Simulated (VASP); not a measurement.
# SnO2 (Cassiterite): input slips in a band-gap run and what they do, part 2 of 2

Aim: see how common mistakes in a band-structure run show up, on SnO2 (Cassiterite). The starting structure is a measured crystal structure from the Crystallography Open Database. The atoms were first relaxed with LDA in that cell, in a run that isn't shown, and the relaxed structure is the one below.

VASP 6.6.1.

Results so far: reference 1.145 eV; a wide metal-type smearing 1.178 eV; a k mesh far too coarse and no band path 0.566 eV.

### 5. Bands with a cutoff far too low

Level of this step: LDA; plane waves and PAW (Sn_d, O) (VASP).

A slip made on purpose: a cutoff far too low. Against step 2 the input has ENCUT = 180 (also changed: NELM).

The input, INCAR:

```
SYSTEM = SnO2
PREC = Accurate
ENCUT = 180
EDIFF = 1E-06
NELM = 60
ISMEAR = 0
SIGMA = 0.03
LREAL = .FALSE.
ALGO = Normal
GGA = CA
NBANDS = 42
LORBIT = 11
LWAVE = .FALSE.
LCHARG = .FALSE.
KPAR = 8
LASPH = .TRUE.
```

The input, POSCAR:

```
SnO2
1.0
    4.7380000000      0.0000000000      0.0000000000
    0.0000000000      4.7380000000      0.0000000000
    0.0000000000      0.0000000000      3.1865000000
Sn O
2 4
Direct
    0.5000000000      0.5000000000      0.5000000000
    0.0000000000      0.0000000000      0.0000000000
    0.8059385347      0.1940614653      0.5000000000
    0.6940614653      0.6940614653      0.0000000000
    0.1940614653      0.8059385347      0.5000000000
    0.3059385347      0.3059385347      0.0000000000
```

The input, KPOINTS:

```
Automatic mesh
0
Gamma
6 6 6
0 0 0
```

The input, KPOINTS_OPT:

```
Line mode
8
Line-mode
Reciprocal
  0.00000000   0.00000000   0.00000000 GAMMA
  0.00000000   0.50000000   0.00000000 X

  0.00000000   0.50000000   0.00000000 X
  0.50000000   0.50000000   0.00000000 M

  0.50000000   0.50000000   0.00000000 M
  0.00000000   0.00000000   0.00000000 GAMMA

  0.00000000   0.00000000   0.00000000 GAMMA
  0.00000000   0.00000000   0.50000000 Z

  0.00000000   0.00000000   0.50000000 Z
  0.00000000   0.50000000   0.50000000 R

  0.00000000   0.50000000   0.50000000 R
  0.50000000   0.50000000   0.50000000 A

  0.50000000   0.50000000   0.50000000 A
  0.00000000   0.00000000   0.50000000 Z

  0.00000000   0.50000000   0.00000000 X
  0.00000000   0.50000000   0.50000000 R

  0.50000000   0.50000000   0.00000000 M
  0.50000000   0.50000000   0.50000000 A
```

Potentials, in the order of the species: Sn_d and O (LDA family, release 64).

Started as:

```console
mpirun -np 8 vasp_std
```

Output:

```text
[... set-up lines as in an earlier step ...]
 entering main loop
       N       E                     dE             d eps       ncg     rms          rms(c)
DAV:   1     0.297125198088E+03    0.29713E+03   -0.13516E+04  3776   0.830E+02
DAV:   2    -0.182889202570E+02   -0.31541E+03   -0.29920E+03  3614   0.271E+02
DAV:   3    -0.464489740538E+02   -0.28160E+02   -0.27872E+02  3804   0.816E+01
DAV:   4    -0.468220169693E+02   -0.37304E+00   -0.37274E+00  3672   0.101E+01
[...]
DAV:  10    -0.429748594459E+02    0.77387E-04   -0.19762E-04  4436   0.132E-01    0.995E-03
DAV:  11    -0.429748643228E+02   -0.48769E-05   -0.64445E-05  3636   0.544E-02    0.324E-03
DAV:  12    -0.429748643985E+02   -0.75686E-07   -0.98739E-07  2516   0.643E-03
   1 F= -.42974864E+02 E0= -.42974864E+02  d E =-.662510E-15
 Start KPOINTS_OPT (optional k-point list driver)
k-point batch [1-40\72]
       N       E                     dE             ncg
DAV:   1     0.117346584247E+04   -0.22524E+05     3750
DAV:   2    -0.116460680127E+05   -0.12820E+05     3624
DAV:   3    -0.128251621576E+05   -0.11791E+04     3908
DAV:   4    -0.128407570690E+05   -0.15595E+02     3684
DAV:   5    -0.128408670825E+05   -0.11001E+00     3988
DAV:   6    -0.128408687350E+05   -0.16525E-02     3722
DAV:   7    -0.128408687712E+05   -0.36221E-04     3794
DAV:   8    -0.128408687721E+05   -0.91813E-06     2618
k-point batch [41-72\72]
       N       E                     dE             ncg
DAV:   1     0.959733750462E+04   -0.33133E+05     3064
DAV:   2    -0.468030485254E+03   -0.10065E+05     2940
DAV:   3    -0.136398388092E+04   -0.89595E+03     3090
DAV:   4    -0.137530912313E+04   -0.11325E+02     2888
DAV:   5    -0.137538791337E+04   -0.78790E-01     3052
DAV:   6    -0.137538904470E+04   -0.11313E-02     2950
DAV:   7    -0.137538906801E+04   -0.23314E-04     2944
DAV:   8    -0.137538906859E+04   -0.57232E-06     1996
```

The job ended after 12 s (8 MPI ranks of AMD EPYC 7R43, shared host; peak memory 0.83 GiB; 89 s of CPU time).

OUTCAR, selected parts (step 5):

```text
  Total     -119.9327283   -119.9327283   -115.0017160     -0.0000000      0.0000000      0.0000000
  in kB    -2686.2365875  -2686.2365875  -2575.7924600     -0.0000000      0.0000000      0.0000000
  external PRESSURE =   -2649.4218783 kB  Pullay stress =       0.0000000 kB

 POSITION                                       TOTAL-FORCE (eV/Angst)
 -----------------------------------------------------------------------------------
      2.36900      2.36900      1.59325         0.000000      0.000000      0.000000
      0.00000      0.00000      0.00000         0.000000      0.000000      0.000000
      3.81854      0.91946      1.59325         0.343381     -0.343381      0.000000
      3.28846      3.28846      0.00000        -0.343381     -0.343381     -0.000000
      0.91946      3.81854      1.59325        -0.343381      0.343381      0.000000
      1.44954      1.44954      0.00000         0.343381      0.343381      0.000000
 -----------------------------------------------------------------------------------
    total drift:                                0.000000     -0.000000     -0.000000

  FREE ENERGIE OF THE ION-ELECTRON SYSTEM (eV)
  ---------------------------------------------------
  free  energy   TOTEN  =       -42.9748643985 eV

  energy  without entropy=      -42.9748643985  energy(sigma->0) =      -42.97486440

[... 1 part as in an earlier step ...]

[... 2 further parts left out ...]
[key lines of the parts left out:]
E-fermi :   6.5201
```

With a cutoff far too low there is no gap to read, since by its occupations the run counts as a metal (its levels may still leave one).

### 6. Bands with one electron missing

A slip made on purpose: one electron missing. Against step 2 the input has NELECT = 51 (also changed: NELM).

Edit INCAR of step 5 so:

```diff
@@ -2,3 +2,3 @@
 PREC = Accurate
-ENCUT = 180
+ENCUT = 460
 EDIFF = 1E-06
@@ -16 +16,2 @@
 LASPH = .TRUE.
+NELECT = 51
```

POSCAR is that of step 5.

KPOINTS is that of step 5.

KPOINTS_OPT is that of step 5.

Started as:

```console
mpirun -np 8 vasp_std
```

Output:

```text
[... set-up lines as in an earlier step ...]
 entering main loop
       N       E                     dE             d eps       ncg     rms          rms(c)
DAV:   1     0.548748743704E+03    0.54875E+03   -0.21645E+04  4048   0.174E+03
DAV:   2     0.400570916005E+02   -0.50869E+03   -0.46946E+03  3480   0.514E+02
DAV:   3    -0.468607966480E+02   -0.86918E+02   -0.84763E+02  3888   0.166E+02
DAV:   4    -0.509807103958E+02   -0.41199E+01   -0.41040E+01  3752   0.402E+01
DAV:   5    -0.510826952468E+02   -0.10198E+00   -0.10196E+00  4244   0.655E+00BRMIX: very serious problems
 the old and the new charge density differ
 old charge density:    52.00000 new   51.00000
BRMIX: very serious problems
 the old and the new charge density differ
 old charge density:    52.00000 new   51.00000
BRMIX: very serious problems
 the old and the new charge density differ
 old charge density:    52.00000 new   51.00000
BRMIX: very serious problems
 the old and the new charge density differ
 old charge density:    52.00000 new   51.00000
BRMIX: very serious problems
 the old and the new charge density differ
[...]
DAV:  14    -0.474098332794E+02   -0.54872E-07   -0.11699E-06  2082   0.591E-03
   1 F= -.47409833E+02 E0= -.47407451E+02  d E =-.476539E-02
 Start KPOINTS_OPT (optional k-point list driver)
k-point batch [1-40\72]
       N       E                     dE             ncg
DAV:   1     0.107116252734E+05   -0.25860E+05     4060
DAV:   2    -0.896762362248E+04   -0.19679E+05     3432
DAV:   3    -0.123758158774E+05   -0.34082E+04     3930
DAV:   4    -0.125383930664E+05   -0.16258E+03     3718
DAV:   5    -0.125423084959E+05   -0.39154E+01     4324
DAV:   6    -0.125424440810E+05   -0.13559E+00     4018
DAV:   7    -0.125424536294E+05   -0.95484E-02     5006
DAV:   8    -0.125424536662E+05   -0.36808E-04     3772
DAV:   9    -0.125424536668E+05   -0.60696E-06     2574
k-point batch [41-72\72]
       N       E                     dE             ncg
DAV:   1     0.223337111037E+05   -0.43745E+05     3248
DAV:   2     0.671068378849E+04   -0.15623E+05     2760
DAV:   3     0.395856633748E+04   -0.27521E+04     3108
DAV:   4     0.382439687522E+04   -0.13417E+03     2968
DAV:   5     0.382107101124E+04   -0.33259E+01     3400
DAV:   6     0.382095372488E+04   -0.11729E+00     3126
DAV:   7     0.382094547819E+04   -0.82467E-02     3974
DAV:   8     0.382094544819E+04   -0.30000E-04     2970
DAV:   9     0.382094544774E+04   -0.44646E-06     2024
```

Elapsed: 46 s, on 8 MPI ranks; peak memory 1.8 GiB.

OUTCAR, selected parts (step 6):

```text
  Total      -12.4112811    -12.4112811    -10.6965317      0.0000000      0.0000000      0.0000000
  in kB     -277.9861495   -277.9861495   -239.5794311      0.0000000      0.0000000      0.0000000
  external PRESSURE =    -265.1839101 kB  Pullay stress =       0.0000000 kB

 POSITION                                       TOTAL-FORCE (eV/Angst)
 -----------------------------------------------------------------------------------
      2.36900      2.36900      1.59325        -0.000000      0.000000      0.000000
      0.00000      0.00000      0.00000        -0.000000      0.000000      0.000000
      3.81854      0.91946      1.59325        -0.073686      0.073686      0.000000
      3.28846      3.28846      0.00000         0.073686      0.073686      0.000000
      0.91946      3.81854      1.59325         0.073686     -0.073686      0.000000
      1.44954      1.44954      0.00000        -0.073686     -0.073686     -0.000000
 -----------------------------------------------------------------------------------
    total drift:                                0.000000      0.000000      0.000000

  FREE ENERGIE OF THE ION-ELECTRON SYSTEM (eV)
  ---------------------------------------------------
  free  energy   TOTEN  =       -47.4098332794 eV

  energy  without entropy=      -47.4050678928  energy(sigma->0) =      -47.40745059

[... 2 parts as in an earlier step ...]

[... 1 further part left out ...]
[key lines of the parts left out:]
E-fermi :   4.6857
```

With one electron missing there is no gap to read, since by its occupations the run counts as a metal (its levels may still leave one).

### 7. All runs side by side

```csv
run,gap (eV),change (eV),core minutes
reference,1.145,-,5.07
a wide metal-type smearing,1.178,0.033,6.27
a k mesh far too coarse and no band path,0.566,-0.579,0.4
a cutoff far too low,none,-,1.63
one electron missing,none,-,6.13
```

Core minutes are wall time times ranks of the run shown, on a shared host.

### 8. Summary of results

| Item | Value |
| --- | --- |
| reference gap | 1.145 eV |
| gap with a wide metal-type smearing | 1.178 eV |
| gap with a k mesh far too coarse and no band path | 0.566 eV |
| gap with a cutoff far too low | none to read from the occupations |
| gap with one electron missing | none to read from the occupations |

What this shows: Finished, but with signs in the output that stand out against the reference: a wide metal-type smearing, with the gap changed by +0.03 eV (signs: a large entropy term in the energy); a k mesh far too coarse and no band path, with the gap changed by -0.58 eV (signs: a stress of up to 4.1 GPa and forces of up to 0.66 eV/Å); a cutoff far too low, with no gap to read, since by its occupations the run counts as a metal (its levels may still leave one) (signs: a stress of up to 268.6 GPa and forces of up to 0.49 eV/Å); one electron missing, with no gap to read, since by its occupations the run counts as a metal (its levels may still leave one) (signs: a warning on the charge density, a stress of up to 27.8 GPa and forces of up to 0.10 eV/Å). Further runs on this material are not shown.

[Lines on the potential files, build, host, timing and source positions are cut from VASP's logs without a mark.]

[Logs are printed without paths, hosts, clocks, repeated set-up lines and the standing remarks that a program may print on its own settings, such as how far it seeks lower states.]

[Hosts, paths, dates, database ids (printed as entryN), source tags and the programs' standing remarks are cut or masked in the printed files.]
